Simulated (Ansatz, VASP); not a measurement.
# Cross-check of Se (Selenium) between VASP and Ansatz

Wanted: the spread between two codes on one cell, functional and k mesh. The cell is taken from a series of runs on this material, whose earlier steps may have relaxed, scaled, displaced or heated it; both programs get it as it stands.

Main program and level: Ansatz 0.2.0; plane waves, with VASP 6.6.1 beside it; single point at PBE and single point at PBE, spin-orbit coupling.

## Step 1: The starting structure

The structure is trigonal, space group P3_121 (No. 152). The conventional cell has a = 4.522 Å, b = 4.522 Å, c = 5.045 Å, α = 90.00°, β = 90.00°, γ = 120.00°. Nearest to Se lie 2 Se at 2.40 Å.

## Step 2: VASP: single point, PBE

A single point gives forces, pressure and levels at one fixed geometry, so differences don't come from the geometry; what else differs is listed under the comparison.

Lines of VASP's logs that name or quote its potential files are left out, and so is its time.

Input file INCAR:

```
SYSTEM = Se
PREC = Accurate
ENCUT = 400
EDIFF = 1E-06
NELM = 120
ISMEAR = 0
SIGMA = 0.01
LREAL = .FALSE.
ALGO = Normal
GGA = PE
NBANDS = 15
LORBIT = 11
LWAVE = .FALSE.
LCHARG = .FALSE.
ISIF = 2
LASPH = .TRUE.
GGA_COMPAT = .FALSE.
EFERMI = MIDGAP
KPAR = 2
```

Input file POSCAR:

```
Se
1.0
    4.5224123658      0.0000000000      0.0000000000
   -2.2612061829      3.9165239952      0.0000000000
    0.0000000000      0.0000000000      5.0447135253
Se
3
Direct
    0.2187656586      0.0000000000      0.3333333333
    0.0000000000      0.2187656586      0.6666666667
    0.7812343414      0.7812343414      0.0000000000
```

Input file KPOINTS:

```
Automatic mesh
0
Gamma
9 9 6
0 0 0
```

Potentials, in the order of the species: Se (PBE family, release 64).

Started as:

```bash
$ mpirun -np 2 vasp_std
```

Numbers of over 12 decimals in the logs are rounded to 6 here.

What it wrote:

```text
[banner, memory and clock lines left out]
running    2 mpi-ranks, on    1 nodes
 distrk:  each k-point on    1 cores,    2 groups
 distr:  one band on    1 cores,    1 groups

 POSCAR found type information on POSCAR Se
 POSCAR found :  1 types and       3 ions
 LDA part: xc-table for (Slater+PW92), standard interpolation
 POSCAR, INCAR and KPOINTS ok, starting setup
 FFT: planning ... GRIDC
 FFT: planning ... GRID_SOFT
 FFT: planning ... GRID
 WAVECAR not read
 entering main loop
       N       E                     dE             d eps       ncg     rms          rms(c)
DAV:   1     0.736151216429E+02    0.73615E+02   -0.60812E+03  1860   0.796E+02
DAV:   2    -0.567224342019E+01   -0.79287E+02   -0.75265E+02  2543   0.146E+02
DAV:   3    -0.105602245891E+02   -0.48880E+01   -0.48725E+01  2168   0.424E+01
DAV:   4    -0.105969580524E+02   -0.36733E-01   -0.36725E-01  2532   0.440E+00
DAV:   5    -0.105972534287E+02   -0.29538E-03   -0.29537E-03  2266   0.382E-01    0.647E+00
DAV:   6    -0.105331047383E+02    0.64149E-01   -0.38923E-02  2378   0.128E+00    0.400E+00
DAV:   7    -0.105107260692E+02    0.22379E-01   -0.78800E-02  2217   0.180E+00    0.201E-01
DAV:   8    -0.105101480849E+02    0.57798E-03   -0.93104E-03  2154   0.608E-01    0.985E-02
DAV:   9    -0.105102804419E+02   -0.13236E-03   -0.29581E-04  2609   0.117E-01    0.316E-02
DAV:  10    -0.105103267780E+02   -0.46336E-04   -0.60084E-05  2203   0.533E-02    0.775E-03
DAV:  11    -0.105103304721E+02   -0.36941E-05   -0.95709E-06  2560   0.187E-02    0.393E-03
DAV:  12    -0.105103303386E+02    0.13348E-06   -0.18969E-06  1826   0.919E-03
   1 F= -.10510330E+02 E0= -.10510330E+02  d E =0.000000E+00
```

From OUTCAR (step 2):

```text
ion  position               nearest neighbor table
   1  0.219  0.000  0.333-   3 2.40   2 2.40
   2  0.000  0.219  0.667-   3 2.40   1 2.40
   3  0.781  0.781  0.000-   1 2.40   2 2.40

  LATTYP: Found a hexagonal cell.
 ALAT       =     4.5224123658
 C/A-ratio  =     1.1154917149

 Subroutine GETGRP returns: Found  6 space group operations
 (whereof  2 operations were pure point group operations)

The static configuration has the point symmetry C_2 .
 The point group associated with its full space group is D_3 .

 Found     62 irreducible k-points:

   k-points           NKPTS =     62   k-points in BZ     NKDIM =     62   number of bands    NBANDS=     15

   dimension x,y,z NGX =    30 NGY =   30 NGZ =   36
   dimension x,y,z NGXF=    60 NGYF=   60 NGZF=   72

   ENCUT  =  400.0 eV  29.40 Ry    5.42 a.u.   7.37  7.37  8.23*2*pi/ulx,y,z

   NELECT =      18.0000    total number of electrons

 k-points in reciprocal lattice and weights: Automatic mesh
   0.00000000  0.00000000  0.00000000       0.002
   0.11111111  0.00000000  0.00000000       0.012
   0.22222222  0.00000000  0.00000000       0.012
   0.33333333  0.00000000  0.00000000       0.012
   0.44444444  0.00000000  0.00000000       0.012
   0.11111111  0.11111111  0.00000000       0.012
   0.22222222  0.11111111  0.00000000       0.025
   0.33333333  0.11111111  0.00000000       0.025
   0.44444444  0.11111111  0.00000000       0.012
[...]
0.33333333  0.22222222  0.50000000       0.025
   0.33333333  0.33333333  0.50000000       0.004

 average (electrostatic) potential at core
       1 -56.8358       2 -56.8358       3 -56.8358

 E-fermi :   2.3386

 k-point     1 :       0.0000    0.0000    0.0000
  band No.  band energies     occupation
    ...
      5      -1.8906      2.00000
      6      -1.5873      2.00000
      7      -0.0167      2.00000
      8      -0.0167      2.00000
      9       1.5217      2.00000
     10       3.7655      0.00000
     11       3.7655      0.00000
     12       4.1361      0.00000
     13       7.7198      0.00000
     14       8.4849      0.00000
    ...

 k-point     2 :       0.1111    0.0000    0.0000
  band No.  band energies     occupation
    ...
      5      -2.0088      2.00000
      6      -1.4950      2.00000
      7      -0.0209      2.00000
      8       0.1485      2.00000
      9       1.4425      2.00000
     10       3.7143      0.00000
     11       3.7663      0.00000
     12       4.2506      0.00000
     13       7.8075      0.00000
     14       8.4400      0.00000
    ...

 k-point     3 :       0.2222    0.0000    0.0000
  band No.  band energies     occupation
    ...
      5      -2.2303      2.00000
      6      -1.4485      2.00000
      7      -0.0561      2.00000
      8       0.2694      2.00000
      9       1.2341      2.00000
     10       3.7779      0.00000
     11       3.8385      0.00000
     12       4.5625      0.00000
     13       8.0033      0.00000
     14       8.1711      0.00000
    ...

  Total        0.0343098      0.0343098      0.0603710      0.0000000      0.0000000     -0.0000000
  in kB        0.6152065      0.6152065      1.0825087      0.0000000      0.0000000     -0.0000000
  external PRESSURE =       0.7709739 kB  Pullay stress =       0.0000000 kB

  energy-cutoff  :      400.00
  volume of cell :       89.35
      direct lattice vectors                 reciprocal lattice vectors
     4.522412366  0.000000000  0.000000000     0.221120924  0.127664225  0.000000000
    -2.261206183  3.916523995  0.000000000     0.000000000  0.255328450  0.000000000
     0.000000000  0.000000000  5.044713525     0.000000000  0.000000000  0.198227312

 POSITION                                       TOTAL-FORCE (eV/Angst)
 -----------------------------------------------------------------------------------
      0.98935      0.00000      1.68157         0.028399     -0.000000     -0.000000
     -0.49467      0.85680      3.36314        -0.014199      0.024594      0.000000
      1.76653      3.05972      0.00000        -0.014199     -0.024594      0.000000
 -----------------------------------------------------------------------------------
    total drift:                               -0.000000     -0.000000      0.000000

  FREE ENERGIE OF THE ION-ELECTRON SYSTEM (eV)
  ---------------------------------------------------
  free  energy   TOTEN  =       -10.5103303386 eV

  energy  without entropy=      -10.5103303386  energy(sigma->0) =      -10.51033034

 total charge
# of ion       s       p       d       tot
------------------------------------------
    1        1.510   2.168   0.051   3.729
    2        1.510   2.168   0.051   3.729
    3        1.510   2.168   0.051   3.729
--------------------------------------------------
tot          4.529   6.505   0.154  11.188

[... 3 further parts left out ...]
```

The run ends at a pressure of 0.08 GPa, with forces up to 0.028 eV/Å.

## Step 3: Ansatz: single point, PBE

Ansatz runs on its default PAW (the set named soft_2) files.

The same cell, functional, mesh and smearing now go to Ansatz, which takes its cutoff from its data sets.

Input file input.yaml:

```yaml
crystal:
  lattice:
    - [4.5224123658, 0.0, 0.0]
    - [-2.2612061829, 3.9165239952, 0.0]
    - [0.0, 0.0, 5.0447135253]
  atoms:
    - { symbol: Se, position: [0.2187656586, 0.0, 0.3333333333] }
    - { symbol: Se, position: [0.0, 0.2187656586, 0.6666666667] }
    - { symbol: Se, position: [0.7812343414, 0.7812343414, 0.0] }
kpoints:
  mp_grid: { grid: [9, 9, 6] }
  band_path:
    path:
      - [[0.0, 0.0, 0.0], [0.5, 0.0, 0.0], [0.33333333, 0.33333333, 0.0], [0.0, 0.0, 0.0], [0.0, 0.0, 0.5], [0.5, 0.0, 0.5], [0.33333333, 0.33333333, 0.5], [0.0, 0.0, 0.5]]
      - [[0.5, 0.0, 0.5], [0.5, 0.0, 0.0]]
      - [[0.33333333, 0.33333333, 0.5], [0.33333333, 0.33333333, 0.0]]
    npoints: 8
hamiltonian:
  xc: pbe
scf:
  occupations: { method: gaussian, width: 0.01 }
  n_extra_bands: 9
output:
  eigenvalues: true
  boltztrap: { nscf_kmesh: [18, 18, 12] }
checkpoint:
  read: start.run
  write: ck
  compress: false
  write_wavefunctions: false
  write_every: 100000
```

Started as:

```bash
$ ansatz run input.yaml --threads 2 --pin off --max-ram 5120MiB --backend cpu --events-out ev --progress --plain --runs-dir out
```

What it wrote:

```text
Warning: checkpoint.read: basis.xc_grid differs: saved 2, current 1 (points along each axis for each point of the dense box; where the key is left out runs that use forces, runs that use the stress, dielectric runs by a finite field, finite-displacement phonons, runs of phonons.displacement_patterns under a GGA or a meta-GGA, phonons by method: dfpt, dielectric runs by the response, runs on support functions, runs on [...]
scf.n_extra_bands = 9 over 24 filled bands (N_el = 48.0): the run solves 33 bands
Engine: ansatz 0.2.0, x86_64-unknown-linux-gnu
Pseudopotentials: kind: paw
Pseudopotential: Se, paw, valence charge 16, recommended cutoff 420 eV (normal), Se.paw.azcp
Functional definition: PBE
  parameter kappa = 0.804
  parameter beta = 0.066725
  exchange = pbe_x(kappa = kappa, mu = beta*pi^2/3)
  correlation = pbe_c(beta = beta)
Crystal: 3 atoms, lattice volume = 89.353 Å³
Basis set: ecut = 420 eV, 1787 PW (Γ)
Bands: 33, of which v1, the nominal top of the filled ones, is band 24 counted from 1 (23 counted from 0)
Symmetry: 6 space group operations
Space group: P3121 (ITA 152), of the structure as read, at distance tolerance 4.5e-5 Å
k-points: 62 of 486 (time reversal used)
Non-local potential: Se, projectors of the file, l = 0: 2, l = 1: 2, l = 2: 3, l = 3: 1
PAW form: soft (Blöchl's): semilocal exchange-correlation on the pseudo side does not see the compensation charge
PAW one-centre angular grid: Se, 590 points (default); XC on 64 Gauss nodes
Initial density: read from a saved state, or passed on in memory by an earlier SCF of this step, an earlier step, the calling program or the single point that the run made first
Initial wavefunctions: pseudopotential atomic-orbital guess
Functional: x = pbe(κ = 0.804, μ = 0.219515), c = pbe(β = 0.066725)
iter 1 solved again at ethr=1.67e-7 eV; its pass at ethr=3.10e-3 eV (dr2=8.03e-5 eV) is discarded
SCF iter   1: F=—  HF=-16407.237610 eV  |F-HF|=—  |Δ(HF+E_count)|=         —  Δρ=1.57e-6  dr2=2.11e-9  ethr=1.67e-7  ⟨swp⟩=2.9  Hψ=13766  notcnv=0
eigensolver tolerance schedule: the retry pair's looser diagonalisation over-reported the residual by 38003.74 of it (diagonalisation noise at an unbounded share of the residual, at the tolerance the schedule requests for it); recorded, not acted on — ethr = c·dr2/N_el stays at c = 1.0e-1
preconditioner: auto → Resta (q_TF=auto, 2.460 Å⁻¹)  ε∞=2.8  [insulator: Δε(μ)=1.039 eV  Ē_g=12.505 eV  σ=0.010 eV  W_gap=1.00  n_scr=20 (ndim 8)  ℏωp=16.7 eV  f_vac=0.133  D(μ)=0.00/eV (n_scr^D=0)  ε∞_Penn≈2.8]
SCF iter   2: F=-16407.237611 eV  HF=-16407.237611 eV  |F-HF|=8.15e-10  |Δ(HF+E_count)|=   2.27e-7  Δρ=7.66e-7  dr2=5.59e-10  ethr=4.40e-12  ⟨swp⟩=5.2  Hψ=7764  notcnv=0
SCF 1 converged in 2 iterations: F = -16407.237611 eV  dr2 = 5.59e-10
  greatest PAW one-centre occupation: 1.000 electrons in one spin orbital (limit 2), on the Se atom at site 1 (counted from 0), in its partial waves of l = 2
NSCF: frozen V_eff on 75 k-points
NSCF: frozen V_eff on 394 k-points
SCF converged after 2 iterations
Free energy (F): -16407.237611 eV
Harris-Foulkes:  -16407.237611 eV  (|F-HF|=8.15e-10)
Internal energy: -16407.237611 eV  (E = F + TS)
E sigma→0 (E₀):  -16407.237611 eV
Fermi energy:    6.196864 eV
--- Per-component energies (eV) ---
  E_band       = -1274.256810
  E_kinetic    = 350.219989
  E_local      = -8060.103489  (includes V_loc(G=0)·N_el)
  E_nonlocal   = -1783.254157
  E_hartree    = 3928.707454
  E_xc         = -310.046923
  E_vxc        = -290.922494  (∫ρ·V_xc dr)
  E_paw        = -5736.079926  (= ΣΔE_a)
  E_vpaw       = 652.390622  (= ΣTr[D̂ρ^β])
  E_aug_tail   = -0.001784  (compensation charges beyond the density's cutoff)
  E_ewald      = -4796.678775
  E_smearing   = -0.000000  (= −TS)
  E_closure    = 0.000000  (closes the sum)
  Σ components = -16407.237611   (vs F -16407.237611, Δ=0.00e0)
--- Band table (eV; the first three rows and the last of 62) ---
  k-point 0: bands = [... 20 lower, 2.2658, 3.8435, 3.8435, 5.3793, 7.6220, 7.6220, 7.9844, 11.5735, ... 5 higher]
  k-point 1: bands = [... 20 lower, 2.3179, 3.9017, 4.0801, 5.1825, 7.4286, 7.4528, 7.7534, 12.1739, ... 5 higher]
  k-point 2: bands = [... 20 lower, 2.4263, 4.1094, 4.5062, 4.7520, 7.1266, 7.1591, 7.3456, 12.4297, ... 5 higher]
  k-point 61: bands = [... 20 lower, 1.2103, 4.8198, 5.4679, 5.4679, 6.7163, 8.4246, 8.4246, 12.3511, ... 5 higher]
```

## Step 4: Differences

Known differences besides the potentials themselves: the data sets hold 48 valence electrons in Ansatz (on its default PAW (the set named soft_2) files) and 18 in VASP; the cutoff is 420 eV in Ansatz and 400 eV in VASP. Total energies have different zeros and are not compared.

The two programs side by side:

```tsv
quantity	Ansatz	VASP	difference
gap on the k mesh (eV)	1.039	1.028	+0.011
```

A gap on the mesh is an upper bound, since the band edges may lie between its points.

## Step 5: VASP: single point, PBE, spin-orbit coupling, pair 2

A single point gives forces, pressure and levels at one fixed geometry, so differences don't come from the geometry; what else differs is listed under the comparison.

Input file INCAR:

```
SYSTEM = Se
PREC = Accurate
ENCUT = 500
EDIFF = 1E-06
NELM = 200
ISMEAR = 0
SIGMA = 0.01
LREAL = .FALSE.
ALGO = Normal
GGA = PE
LNONCOLLINEAR = .TRUE.
MAGMOM = 0 0 0 0 0 0 0 0 0
NBANDS = 30
GGA_COMPAT = .FALSE.
LASPH = .TRUE.
LSORBIT = .TRUE.
LORBIT = 11
LWAVE = .FALSE.
LCHARG = .FALSE.
ISIF = 2
EFERMI = MIDGAP
KPAR = 2
```

POSCAR is that of step 2.

KPOINTS is that of step 2.

Started as:

```bash
$ mpirun -np 2 vasp_ncl
```

What it wrote:

```text
[... set-up lines as in an earlier step ...]
 entering main loop
       N       E                     dE             d eps       ncg     rms          rms(c)
DAV:   1     0.909044916599E+02    0.90904E+02   -0.68656E+03  5760   0.961E+02
DAV:   2    -0.274022137164E+01   -0.93645E+02   -0.89772E+02  7514   0.168E+02
DAV:   3    -0.105764912723E+02   -0.78363E+01   -0.77676E+01  7228   0.522E+01
DAV:   4    -0.106658069805E+02   -0.89316E-01   -0.89225E-01  6912   0.646E+00
[...]
DAV:  11    -0.105798291795E+02   -0.13474E-04   -0.91526E-06  7150   0.203E-02    0.102E-02
DAV:  12    -0.105798339181E+02   -0.47386E-05   -0.39009E-06  6520   0.132E-02    0.416E-03
DAV:  13    -0.105798347677E+02   -0.84957E-06   -0.68577E-07  4778   0.535E-03
   1 F= -.10579835E+02 E0= -.10579835E+02  d E =0.000000E+00  mag=     0.0000     0.0000     0.0000
```

OUTCAR, selected parts (step 5):

```text
  Total        0.0810960      0.0810960      0.1355322      0.0000000      0.0000000     -0.0000000
  in kB        1.4541285      1.4541285      2.4302203      0.0000000      0.0000000     -0.0000000
  external PRESSURE =       1.7794924 kB  Pullay stress =       0.0000000 kB

 POSITION                                       TOTAL-FORCE (eV/Angst)
 -----------------------------------------------------------------------------------
      0.98935      0.00000      1.68157         0.042939     -0.000000     -0.000000
     -0.49467      0.85680      3.36314        -0.021469      0.037186      0.000000
      1.76653      3.05972      0.00000        -0.021469     -0.037186      0.000000
 -----------------------------------------------------------------------------------
    total drift:                                0.000000      0.000001      0.000000

  FREE ENERGIE OF THE ION-ELECTRON SYSTEM (eV)
  ---------------------------------------------------
  free  energy   TOTEN  =       -10.5798347677 eV

  energy  without entropy=      -10.5798347677  energy(sigma->0) =      -10.57983477

 magnetization (x)
# of ion       s       p       d       tot
------------------------------------------
    1        0.000   0.000  -0.000   0.000
    2       -0.000  -0.000   0.000  -0.000
    3       -0.000  -0.000   0.000  -0.000
--------------------------------------------------
tot         -0.000  -0.000   0.000  -0.000

 magnetization (y)
# of ion       s       p       d       tot
------------------------------------------
    1       -0.000   0.000   0.000  -0.000
    2        0.000   0.000  -0.000   0.000
    3       -0.000  -0.000   0.000  -0.000
--------------------------------------------------
tot         -0.000  -0.000   0.000  -0.000

 magnetization (z)
# of ion       s       p       d       tot
------------------------------------------
    1       -0.000  -0.000   0.000  -0.000
    2        0.000   0.000   0.000   0.000
    3        0.000   0.000  -0.000  -0.000
--------------------------------------------------
tot          0.000   0.000   0.000   0.000

[... 3 further parts left out ...]
[key lines of the parts left out:]
E-fermi :   2.3493
```

The run ends at a pressure of 0.18 GPa, with forces up to 0.043 eV/Å.

## Step 6: Ansatz: single point, PBE, spin-orbit coupling, pair 2

The same cell, functional, mesh and smearing now go to Ansatz, which takes its cutoff from its data sets.

The cell is taken from a series of runs on this material, whose earlier steps may have relaxed, scaled, displaced or heated it; both programs get it as it stands.

Input file input.yaml:

```yaml
crystal:
  lattice:
    - [4.5224123658, 0.0, 0.0]
    - [-2.2612061829, 3.9165239952, 0.0]
    - [0.0, 0.0, 5.0447135253]
  atoms:
    - { symbol: Se, position: [0.2187656586, 0.0, 0.3333333333] }
    - { symbol: Se, position: [0.0, 0.2187656586, 0.6666666667] }
    - { symbol: Se, position: [0.7812343414, 0.7812343414, 0.0] }
kpoints:
  mp_grid: { grid: [9, 9, 6] }
hamiltonian:
  xc: pbe
  pseudopotentials: { kind: paw_fr }
scf:
  occupations: { method: gaussian, width: 0.01 }
output:
  forces: true
  stress: true
  eigenvalues: true
  populations: true
magnetization:
  noncollinear: true
  spin_orbit: true
```

Started as:

```bash
$ ansatz run input.yaml --threads 2 --pin off --max-ram 5120MiB --backend cpu --events-out ev --progress --plain --runs-dir out
```

What it wrote:

```text
[...]
non-collinear run that drives no moment, with spin-orbit: no starting moment large enough to seed its density (crystal.atoms[].spin), no starting occupations that ask for one, no magnetisation constraint and no magnetic field, so the semilocal B_xc is pinned to zero
Crystal: 3 atoms, lattice volume = 89.353 Å³
[...]
k-point 2: bands = [... 44 lower, 4.4660, 4.5476, 4.7278, 4.7758, 7.0705, 7.1062, 7.1486, 7.2452, ... 6 higher]
  k-point 61: bands = [... 44 lower, 5.3882, 5.3882, 5.5647, 5.5894, 6.7154, 6.7154, 8.3605, 8.3858, ... 6 higher]
--- Löwdin populations: 3 sites ---
  site symbol       q [e]
     0     Se     15.9535
     1     Se     15.9535
     2     Se     15.9535
  spilling = 0.002908 (of n_electrons = 48.000000)
[key lines of the parts left out:]
SCF converged after 7 iterations
Magnetization: |M| = 0.0000 μB,  M = (+0.0000, +0.0000, +0.0000) μB
Free energy (F): -16407.740351 eV
Fermi energy:    6.206555 eV
P = ⅓ Tr σ = 0.0771 GPa (0.771 kbar)
```

The run ends at a pressure of 0.08 GPa, with forces up to 0.015 eV/Å.

## Step 7: Differences

What differs besides the data sets and the points named for the pairs above, as far as they apply: spin-orbit coupling enters by fully relativistic files in Ansatz and inside the spheres in VASP; the data sets hold 48 valence electrons in Ansatz (on its fully relativistic PAW (standard-fr) files) and 18 in VASP; the cutoff is 420 eV in Ansatz and 500 eV in VASP. Total energies have different zeros and are not compared.

Compared:

```tsv
quantity	Ansatz	VASP	difference
pressure (GPa)	0.08	0.18	-0.10
gap on the k mesh (eV)	1.018	1.007	+0.011
```

Forces (eV/Å; atoms numbered as in POSCAR):

```tsv
atom	Ansatz x, y, z	VASP x, y, z
Se1	0.015, 0.000, 0.000	0.043, 0.000, 0.000
Se2	-0.008, 0.013, 0.000	-0.021, 0.037, 0.000
Se3	-0.008, -0.013, 0.000	-0.021, -0.037, 0.000
```

The forces differ by 16 meV/Å r.m.s., which is 64.9 % of the r.m.s. force of 0.025 eV/Å (both taken over all components). A gap on the mesh is an upper bound, since the band edges may lie between its points.

## Step 8: Other set-ups

Further runs change the set-up of one program: Ansatz's method, potentials or start, or VASP's data sets, cutoff or form of LDA. The table gives Ansatz less VASP for each quantity, since a change that brings one quantity closer may part another.

```tsv
run	r.m.s. force difference (meV/Å)	pressure (GPa)	gap on the k mesh (eV)
as above	16	-0.10	0.011
VASP with the data sets Se_sv_GW and a cutoff of 620 eV	1.2	1.5	-0.0031
```

(Continued in part 2 of 2.)

[Lines on the potential files, build, host, timing and source positions are cut from VASP's logs without a mark.]

[Logs are printed without paths, hosts, clocks, repeated set-up lines and the standing remarks that a program may print on its own settings, such as how far it seeks lower states.]

[Hosts, paths, dates, database ids (printed as entryN), source tags and the programs' standing remarks are cut or masked in the printed files.]
